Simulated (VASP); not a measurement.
Calculation: PBE GGA, VASP's PBE PAW potentials (set 64) (plane waves; VASP).

The input files of a VASP run:

KPOINTS:
```
Automatic mesh
0
Gamma
1 1 1
0 0 0
```

File POSCAR:
```
Al35ZrN35
1
    4.6932676572    -8.1289780179     0.0000000000
    4.6932676572     8.1289780179     0.0000000000
    0.0000000000     0.0000000000    10.0192026156
Al N Zr
35 35 1
Direct
  0.2222220000   0.1111110000   0.2500000000
  0.1111110000   0.2222220000   0.0000000000
  0.2222220000   0.1111110000   0.7500000000
  0.1157540000   0.2262450000   0.4961740000
  0.2257440000   0.4480680000   0.2513050000
  0.1111110000   0.5555560000   0.0000000000
  0.2237980000   0.4437690000   0.7464360000
  0.1135690000   0.5541460000   0.4989860000
  0.2222220000   0.7777780000   0.2500000000
  0.1111110000   0.8888890000   0.0000000000
  0.2222220000   0.7777780000   0.7500000000
  0.1111110000   0.8888890000   0.5000000000
  0.5555560000   0.1111110000   0.2500000000
  0.4444440000   0.2222220000   0.0000000000
  0.5555560000   0.1111110000   0.7500000000
  0.4444440000   0.2222220000   0.5000000000
  0.5555560000   0.4444440000   0.2500000000
  0.4444440000   0.5555560000   0.0000000000
  0.5555560000   0.4444440000   0.7500000000
  0.5555560000   0.7777780000   0.2500000000
  0.4444440000   0.8888890000   0.0000000000
  0.5555560000   0.7777780000   0.7500000000
  0.4444440000   0.8888890000   0.5000000000
  0.8888890000   0.1111110000   0.2500000000
  0.7777780000   0.2222220000   0.0000000000
  0.8888890000   0.1111110000   0.7500000000
  0.7777780000   0.2222220000   0.5000000000
  0.8888890000   0.4444440000   0.2500000000
  0.7777780000   0.5555560000   0.0000000000
  0.8888890000   0.4444440000   0.7500000000
  0.7777780000   0.5555560000   0.5000000000
  0.8888890000   0.7777780000   0.2500000000
  0.7777780000   0.8888890000   0.0000000000
  0.8888890000   0.7777780000   0.7500000000
  0.7777780000   0.8888890000   0.5000000000
  0.2217390000   0.1121600000   0.4437790000
  0.1101310000   0.2271950000   0.1920120000
  0.2222220000   0.1111110000   0.9410000000
  0.1095150000   0.2227280000   0.6955920000
  0.1134310000   0.5561710000   0.1861260000
  0.2222220000   0.4444440000   0.9410000000
  0.1176280000   0.5581010000   0.6930390000
  0.2230290000   0.7841680000   0.4410640000
  0.1111110000   0.8888890000   0.1910000000
  0.2222220000   0.7777780000   0.9410000000
  0.1111110000   0.8888890000   0.6910000000
  0.5555560000   0.1111110000   0.4410000000
  0.4444440000   0.2222220000   0.1910000000
  0.5555560000   0.1111110000   0.9410000000
  0.4444440000   0.2222220000   0.6910000000
  0.5519960000   0.4434940000   0.4456770000
  0.4408770000   0.5484960000   0.1906110000
  0.5555560000   0.4444440000   0.9410000000
  0.4476930000   0.5623900000   0.6922130000
  0.5520230000   0.7706010000   0.4397580000
  0.4444440000   0.8888890000   0.1910000000
  0.5555560000   0.7777780000   0.9410000000
  0.4444440000   0.8888890000   0.6910000000
  0.8888890000   0.1111110000   0.4410000000
  0.7777780000   0.2222220000   0.1910000000
  0.8888890000   0.1111110000   0.9410000000
  0.7777780000   0.2222220000   0.6910000000
  0.8888890000   0.4444440000   0.4410000000
  0.7777780000   0.5555560000   0.1910000000
  0.8888890000   0.4444440000   0.9410000000
  0.7777780000   0.5555560000   0.6910000000
  0.8888890000   0.7777780000   0.4410000000
  0.7777780000   0.8888890000   0.1910000000
  0.8888890000   0.7777780000   0.9410000000
  0.7777780000   0.8888890000   0.6910000000
  0.4491130000   0.5596860000   0.5024890000
```

**INCAR**
```
SYSTEM = Al35ZrN35
PREC = Normal; ENCUT = 400; LREAL = Auto
LASPH = .True.; ISYM = 0
EDIFF = 1E-5; NELM = 100; NELMIN = 4
ALGO = Fast; LMAXMIX = 4
ISMEAR = 0; SIGMA = 0.05
GGA = PE
ISPIN = 2; MAGMOM = 71*0.0282; NUPDOWN = 2
IBRION = 2; NSW = 70; ISIF = 2
EDIFFG = -0.03
LWAVE = .True.; LCHARG = .False.; LORBIT = 10
```

POTCAR, in this order: Al N Zr_sv (PBE.64 set). Program: vasp_gam.

Output

### OSZICAR
```
...
RMM:  15    -0.523375628737E+03   -0.17714E-04   -0.14091E-04   616   0.112E-02    0.192E-03
RMM:  16    -0.523375638327E+03   -0.95902E-05   -0.80748E-05   594   0.104E-02
   3 F= -.52337564E+03 E0= -.52337564E+03  d E =-.264509E+01  mag=     2.0000
       N       E                     dE             d eps       ncg     rms          rms(c)
DAV:   1    -0.523504821374E+03   -0.12919E+00   -0.48979E+01   768   0.177E+01    0.159E+00
RMM:   2    -0.523596249106E+03   -0.91428E-01   -0.12960E+00   750   0.257E+00    0.110E+00
RMM:   3    -0.523591536182E+03    0.47129E-02   -0.13104E-01   827   0.841E-01    0.712E-01
RMM:   4    -0.523587626313E+03    0.39099E-02   -0.46313E-02   816   0.446E-01    0.342E-01
RMM:   5    -0.523588718348E+03   -0.10920E-02   -0.99443E-03  1010   0.195E-01    0.157E-01
RMM:   6    -0.523588659000E+03    0.59348E-04   -0.32975E-03   988   0.974E-02    0.810E-02
RMM:   7    -0.523588744375E+03   -0.85376E-04   -0.86849E-04  1163   0.491E-02    0.409E-02
RMM:   8    -0.523588750471E+03   -0.60956E-05   -0.29845E-04  1011   0.270E-02    0.214E-02
RMM:   9    -0.523588760103E+03   -0.96319E-05   -0.89370E-05   792   0.153E-02
   4 F= -.52358876E+03 E0= -.52358876E+03  d E =-.213122E+00  mag=     2.0000
       N       E                     dE             d eps       ncg     rms          rms(c)
DAV:   1    -0.523590848097E+03   -0.20976E-02   -0.52494E-01   872   0.183E+00    0.172E-01
RMM:   2    -0.523591674076E+03   -0.82598E-03   -0.12351E-02   744   0.258E-01    0.987E-02
RMM:   3    -0.523591604428E+03    0.69648E-04   -0.13104E-03   775   0.842E-02    0.619E-02
RMM:   4    -0.523591577513E+03    0.26915E-04   -0.44874E-04   783   0.439E-02    0.300E-02
RMM:   5    -0.523591586488E+03   -0.89752E-05   -0.82378E-05   770   0.183E-02
   5 F= -.52359159E+03 E0= -.52359159E+03  d E =-.215948E+00  mag=     2.0000
       N       E                     dE             d eps       ncg     rms          rms(c)
DAV:   1    -0.523626346763E+03   -0.34769E-01   -0.97934E+00   760   0.813E+00    0.549E-01
RMM:   2    -0.523637483680E+03   -0.11137E-01   -0.17538E-01   741   0.988E-01    0.302E-01
RMM:   3    -0.523636490242E+03    0.99344E-03   -0.18872E-02   757   0.328E-01    0.186E-01
RMM:   4    -0.523636014718E+03    0.47552E-03   -0.56943E-03   765   0.162E-01    0.970E-02
RMM:   5    -0.523636148320E+03   -0.13360E-03   -0.10838E-03   954   0.690E-02    0.512E-02
RMM:   6    -0.523636164214E+03   -0.15894E-04   -0.21663E-04   997   0.283E-02    0.316E-02
RMM:   7    -0.523636170122E+03   -0.59074E-05   -0.54701E-05   630   0.139E-02
   6 F= -.52363617E+03 E0= -.52363617E+03  d E =-.445836E-01  mag=     2.0000
       N       E                     dE             d eps       ncg     rms          rms(c)
DAV:   1    -0.523637940913E+03   -0.17767E-02   -0.98126E-01   832   0.257E+00    0.173E-01
RMM:   2    -0.523639053746E+03   -0.11128E-02   -0.17440E-02   742   0.312E-01    0.937E-02
RMM:   3    -0.523638962629E+03    0.91117E-04   -0.19232E-03   771   0.104E-01    0.578E-02
RMM:   4    -0.523638919220E+03    0.43410E-04   -0.57295E-04   788   0.515E-02    0.309E-02
RMM:   5    -0.523638934424E+03   -0.15204E-04   -0.12307E-04   901   0.225E-02    0.167E-02
RMM:   6    -0.523638935780E+03   -0.13565E-05   -0.22820E-05   492   0.922E-03
   7 F= -.52363894E+03 E0= -.52363894E+03  d E =-.473493E-01  mag=     2.0000
       N       E                     dE             d eps       ncg     rms          rms(c)
DAV:   1    -0.523651076153E+03   -0.12142E-01   -0.30947E+00   768   0.448E+00    0.325E-01
RMM:   2    -0.523655237197E+03   -0.41610E-02   -0.58718E-02   746   0.575E-01    0.168E-01
RMM:   3    -0.523655294124E+03   -0.56928E-04   -0.76208E-03   823   0.194E-01    0.114E-01
RMM:   4    -0.523655169496E+03    0.12463E-03   -0.18009E-03   829   0.915E-02    0.604E-02
RMM:   5    -0.523655220298E+03   -0.50802E-04   -0.45028E-04   957   0.423E-02    0.311E-02
RMM:   6    -0.523655225915E+03   -0.56173E-05   -0.12511E-04   818   0.196E-02    0.186E-02
RMM:   7    -0.523655230712E+03   -0.47972E-05   -0.37213E-05   567   0.107E-02
   8 F= -.52365523E+03 E0= -.52365523E+03  d E =-.162949E-01  mag=     2.0000
       N       E                     dE             d eps       ncg     rms          rms(c)
DAV:   1    -0.523655890992E+03   -0.66508E-03   -0.27288E-01   808   0.133E+00    0.963E-02
RMM:   2    -0.523656255358E+03   -0.36437E-03   -0.51148E-03   755   0.170E-01    0.488E-02
RMM:   3    -0.523656265758E+03   -0.10400E-04   -0.70676E-04   853   0.582E-02    0.334E-02
RMM:   4    -0.523656257117E+03    0.86413E-05   -0.15998E-04   853   0.270E-02    0.180E-02
RMM:   5    -0.523656261809E+03   -0.46925E-05   -0.42793E-05   605   0.129E-02
   9 F= -.52365626E+03 E0= -.52365626E+03  d E =-.173260E-01  mag=     2.0000
       N       E                     dE             d eps       ncg     rms          rms(c)
DAV:   1    -0.523662104583E+03   -0.58475E-02   -0.26890E+00   768   0.421E+00    0.312E-01
RMM:   2    -0.523664872641E+03   -0.27681E-02   -0.42589E-02   757   0.487E-01    0.152E-01
RMM:   3    -0.523664888812E+03   -0.16172E-04   -0.62003E-03   832   0.172E-01    0.959E-02
RMM:   4    -0.523664839850E+03    0.48963E-04   -0.14504E-03   876   0.791E-02    0.485E-02
RMM:   5    -0.523664881001E+03   -0.41152E-04   -0.37224E-04  1032   0.361E-02    0.251E-02
RMM:   6    -0.523664886703E+03   -0.57018E-05   -0.87326E-05   744   0.159E-02
  10 F= -.52366489E+03 E0= -.52366489E+03  d E =-.862489E-02  mag=     2.0000
       N       E                     dE             d eps       ncg     rms          rms(c)
DAV:   1    -0.523665120783E+03   -0.23978E-03   -0.17057E-01   832   0.106E+00    0.786E-02
RMM:   2    -0.523665297179E+03   -0.17640E-03   -0.27037E-03   771   0.123E-01    0.379E-02
RMM:   3    -0.523665300547E+03   -0.33684E-05   -0.42987E-04   867   0.446E-02    0.240E-02
RMM:   4    -0.523665299618E+03    0.92922E-06   -0.10442E-04   836   0.204E-02    0.126E-02
RMM:   5    -0.523665301549E+03   -0.19311E-05   -0.21927E-05   535   0.937E-03
  11 F= -.52366530E+03 E0= -.52366530E+03  d E =-.903974E-02  mag=     2.0000
       N       E                     dE             d eps       ncg     rms          rms(c)
DAV:   1    -0.523667279106E+03   -0.19795E-02   -0.13715E+00   768   0.302E+00    0.195E-01
RMM:   2    -0.523668997502E+03   -0.17184E-02   -0.23048E-02   740   0.357E-01    0.968E-02
RMM:   3    -0.523669017105E+03   -0.19603E-04   -0.28289E-03   816   0.120E-01    0.640E-02
RMM:   4    -0.523668972577E+03    0.44528E-04   -0.61803E-04   846   0.545E-02    0.355E-02
RMM:   5    -0.523668989313E+03   -0.16736E-04   -0.16417E-04   912   0.252E-02    0.167E-02
RMM:   6    -0.523668991907E+03   -0.25940E-05   -0.33483E-05   564   0.108E-02
  12 F= -.52366899E+03 E0= -.52366899E+03  d E =-.369036E-02  mag=     2.0000
       N       E                     dE             d eps       ncg     rms          rms(c)
DAV:   1    -0.523669100075E+03   -0.11076E-03   -0.11030E-01   776   0.855E-01    0.553E-02
RMM:   2    -0.523669238946E+03   -0.13887E-03   -0.18643E-03   755   0.102E-01    0.276E-02
RMM:   3    -0.523669240927E+03   -0.19814E-05   -0.23831E-04   826   0.349E-02    0.182E-02
RMM:   4    -0.523669238842E+03    0.20852E-05   -0.62376E-05   701   0.162E-02
  13 F= -.52366924E+03 E0= -.52366924E+03  d E =-.393729E-02  mag=     2.0000
       N       E                     dE             d eps       ncg     rms          rms(c)
DAV:   1    -0.523669920117E+03   -0.67919E-03   -0.34748E-01   768   0.154E+00    0.110E-01
RMM:   2    -0.523670363860E+03   -0.44374E-03   -0.62509E-03   741   0.188E-01    0.562E-02
RMM:   3    -0.523670361637E+03    0.22232E-05   -0.76903E-04   802   0.640E-02    0.364E-02
RMM:   4    -0.523670345685E+03    0.15952E-04   -0.20210E-04   803   0.310E-02    0.180E-02
RMM:   5    -0.523670351399E+03   -0.57145E-05   -0.49314E-05   635   0.139E-02
  14 F= -.52367035E+03 E0= -.52367035E+03  d E =-.111256E-02  mag=     2.0000
```

### OUTCAR
```
------------------------ aborting loop because EDIFF is reached ----------------------------------------
  FORCE on cell =-STRESS in cart. coord.  units (eV):
  Direction    XX          YY          ZZ          XY          YZ          ZX
  --------------------------------------------------------------------------------------
  Total       -3.0323841     -0.7309349    -15.5180136      1.8148446      0.6140041     -1.0753981
  in kB       -6.3550705     -1.5318450    -32.5216284      3.8034315      1.2867892     -2.2537484
  external PRESSURE =     -13.4695146 kB  Pullay stress =       0.0000000 kB
  volume of cell :      764.49
      direct lattice vectors                 reciprocal lattice vectors
     4.693267657 -8.128978018  0.000000000     0.106535582 -0.061508347  0.000000000
     4.693267657  8.128978018  0.000000000     0.106535582  0.061508347  0.000000000
     0.000000000  0.000000000 10.019202616     0.000000000  0.000000000  0.099808342
  FREE ENERGIE OF THE ION-ELECTRON SYSTEM (eV)
  ---------------------------------------------------
  free  energy   TOTEN  =      -523.6703513993 eV

  energy  without entropy=     -523.6703513993  energy(sigma->0) =     -523.67035140

 total charge

# of ion       s       p       d       tot
------------------------------------------
    1        0.359   0.429   0.000   0.789
    2        0.361   0.434   0.000   0.796
    3        0.362   0.435   0.000   0.797
    4        0.377   0.405   0.000   0.782
    5        0.371   0.413   0.000   0.784
    6        0.361   0.434   0.000   0.796
    7        0.356   0.431   0.000   0.787
    8        0.377   0.405   0.000   0.782
    9        0.359   0.429   0.000   0.789
   10        0.361   0.433   0.000   0.794
   11        0.362   0.435   0.000   0.797
   12        0.366   0.440   0.000   0.806
   13        0.361   0.433   0.000   0.794
   14        0.362   0.436   0.000   0.798
   15        0.361   0.434   0.000   0.795
   16        0.363   0.440   0.000   0.803
   17        0.361   0.437   0.000   0.798
   18        0.359   0.423   0.000   0.782
   19        0.360   0.434   0.000   0.794
   20        0.361   0.437   0.000   0.798
   21        0.362   0.436   0.000   0.798
   22        0.360   0.434   0.000   0.794
   23        0.363   0.440   0.000   0.804
   24        0.361   0.434   0.000   0.795
   25        0.361   0.434   0.000   0.795
   26        0.362   0.436   0.000   0.798
   27        0.360   0.433   0.000   0.793
   28        0.361   0.434   0.000   0.795
   29        0.361   0.436   0.000   0.797
   30        0.362   0.436   0.000   0.798
   31        0.361   0.434   0.000   0.795
   32        0.360   0.432   0.000   0.793
   33        0.361   0.436   0.000   0.798
   34        0.361   0.433   0.000   0.793
   35        0.362   0.434   0.000   0.796
   36        1.236   2.577   0.000   3.813
   37        1.233   2.587   0.000   3.819
   38        1.229   2.594   0.000   3.823
   39        1.235   2.582   0.000   3.817
   40        1.233   2.587   0.000   3.820
   41        1.228   2.591   0.000   3.819
   42        1.235   2.582   0.000   3.817
   43        1.236   2.577   0.000   3.813
   44        1.229   2.591   0.000   3.820
   45        1.229   2.594   0.000   3.824
   46        1.229   2.596   0.000   3.825
   47        1.233   2.598   0.000   3.831
   48        1.229   2.600   0.000   3.829
   49        1.229   2.595   0.000   3.824
   50        1.228   2.588   0.000   3.816
   51        1.246   2.571   0.000   3.817
   52        1.232   2.560   0.000   3.792
   53        1.228   2.592   0.000   3.821
   54        1.237   2.570   0.000   3.807
   55        1.246   2.571   0.000   3.817
   56        1.229   2.599   0.000   3.829
   57        1.228   2.593   0.000   3.821
   58        1.228   2.588   0.000   3.816
   59        1.233   2.582   0.000   3.815
   60        1.228   2.592   0.000   3.820
   61        1.229   2.595   0.000   3.824
   62        1.228   2.593   0.000   3.821
   63        1.233   2.582   0.000   3.815
   64        1.230   2.597   0.000   3.827
   65        1.229   2.595   0.000   3.824
   66        1.228   2.591   0.000   3.819
   67        1.229   2.590   0.000   3.819
   68        1.230   2.597   0.000   3.827
   69        1.228   2.593   0.000   3.822
   70        1.228   2.591   0.000   3.820
   71        2.208   6.019   1.730   9.957
--------------------------------------------------
tot         57.989 111.725   1.730 171.445

 magnetization (x)

# of ion       s       p       d       tot
------------------------------------------
    1       -0.000  -0.000   0.000  -0.001
    2        0.001   0.001   0.000   0.002
    3        0.000   0.000   0.000   0.001
    4        0.013   0.025   0.000   0.038
    5        0.013   0.028   0.000   0.042
    6        0.001   0.001   0.000   0.002
    7       -0.000   0.001   0.000   0.001
    8        0.013   0.025   0.000   0.038
    9       -0.000  -0.000   0.000  -0.001
   10        0.000   0.000   0.000   0.000
...
```
(Selected blocks of OUTCAR.)

CONTCAR:
```
Al35ZrN35
   1.00000000000000
     4.6932676571999998   -8.1289780178999997    0.0000000000000000
     4.6932676571999998    8.1289780178999997    0.0000000000000000
     0.0000000000000000    0.0000000000000000   10.0192026155999994
  Al              N               Zr
    35    35     1
Direct
     0.2217195800687201    0.1115640350888408    0.2504946449285452
     0.1104545786691043    0.2219551523597839    0.9988752869977912
     0.2216482461360745    0.1105058983240187    0.7507156057598746
     0.1165254484724467    0.2276295439160116    0.5003674453848400
     0.2210067091432936    0.4439878858647075    0.2490766436534191
     0.1105981044848695    0.5556647775738065    0.9988743779943559
     0.2194042930508426    0.4432811533361552    0.7496249926231205
     0.1167508184051560    0.5559795927682929    0.5002237629872270
     0.2217941241068636    0.7771745507135979    0.2504722834049020
     0.1109183574102610    0.8889349115757438    0.0005927115383644
     0.2216554291191331    0.7782935522098717    0.7506269553338629
     0.1086763819814987    0.8878292199636614    0.5014741765005336
     0.5552798289589368    0.1111637723909766    0.2503525637100694
     0.4436337874038734    0.2208335061821408    0.9997486085784131
     0.5559385925437620    0.1113631770841912    0.7498016246206844
     0.4437680350551285    0.2178723923146978    0.5001356578997499
     0.5579720050155096    0.4411258107579669    0.2456581229789242
     0.4443497374849512    0.5555740140297464    0.9994951867680600
     0.5560738123069492    0.4437773787033842    0.7526173649663606
     0.5579336390505946    0.7837448142530854    0.2457785890894404
     0.4437182133587366    0.8896770496031575    0.9996330786491644
     0.5560267191900342    0.7789871870805805    0.7525264196161888
     0.4438229938878254    0.8929297781987005    0.5001434096233560
     0.8896546768724606    0.1122514687171240    0.2499303748588133
     0.7772982105264384    0.2221077955384965    0.0001114188243410
     0.8877654223470307    0.1105857291723476    0.7504211824568957
     0.7799668818875626    0.2234991917749502    0.4998121974363437
     0.8897309744871368    0.4443292243929487    0.2498779528011548
     0.7789760328136173    0.5560343493753834    0.0001938147873166
     0.8878986797891035    0.4442350935744262    0.7504380773506195
     0.7819478659907499    0.5550294705432515    0.5002259882524452
     0.8891551602092133    0.7780275213830788    0.2499885815257073
     0.7788823052189155    0.8896516656622170    0.0001541940856141
     0.8884275243414695    0.7776606499207135    0.7502767777426405
     0.7818461436491370    0.8937543032894030    0.5003363568865903
     0.2216129296215164    0.1078562432614255    0.4418675392646608
     0.1101895586035062    0.2218113400123403    0.1898210581499663
     0.2218549732771593    0.1108592626774630    0.9416283015330111
     0.1092486139922700    0.2197339932770045    0.6941044850499066
     0.1103069584002295    0.5554257278612155    0.1898259359379514
     0.2215767606925204    0.4443106823638846    0.9425429025863714
     0.1093909696039787    0.5567294355849195    0.6940220111802430
     0.2217034049411181    0.7808144140359073    0.4418608582499564
     0.1108380020707868    0.8888743526912298    0.1916631936230141
     0.2219959161879551    0.7781413935668072    0.9415703718821270
     0.1102898459905906    0.8887522325396038    0.6921652685827142
     0.5577539686804097    0.1123835290370995    0.4416766021079650
     0.4430169376955975    0.2200099297289798    0.1900083047370800
     0.5556786498188748    0.1112619437090342    0.9406809781725638
     0.4441479173283082    0.2221978407825981    0.6917267198665928
     0.5646536014693363    0.4350045184312144    0.4357932160990122
     0.4482327117068917    0.5576206767198660    0.1946667892187061
     0.5561013729508104    0.4438334876276994    0.9436486282815665
     0.4441975825768351    0.5554445150916594    0.7004048630188424
     0.5645448239930757    0.7964319856844109    0.4359783898749778
     0.4431458702205974    0.8899803345638406    0.1899604616877660
     0.5560996407941654    0.7790310066919824    0.9435560811236201
     0.4441589926365950    0.8887754161793153    0.6917056465861068
     0.8937029917171933    0.1155904276725416    0.4411303657348732
     0.7771477076580424    0.2220198505233456    0.1915126576894771
     0.8880858628938708    0.1110779716839421    0.9413753155691827
     0.7777295289022147    0.2223870969911015    0.6910919641559262
     0.8939512752120544    0.4451295234891536    0.4410710702681838
     0.7799360321428482    0.5562844998387526    0.1907015327898582
     0.8882795110581327    0.4439111875186618    0.9414113006536263
     0.7769643892161593    0.5552081006872995    0.6914402064929506
     0.8871439920782520    0.7770543161911670    0.4418511640987892
     0.7797839957679863    0.8904589988132807    0.1906802312607821
     0.8887319941058738    0.7778000118840778    0.9412565998245860
     0.7770016564131282    0.8886628299366457    0.6914800199163373
     0.4234017461437047    0.5450883050130666    0.4853035341150398
```

At this cut-off the stress carries a Pulay error, which pulls relaxed volumes low. The supercell is sampled at Γ alone, which is coarse: total energies, pressure and levels can be off, energies of defects by several tenths of an eV.

The cell is a supercell with a defect, built from AlN (wurtzite): Zr_Al-vac_N.
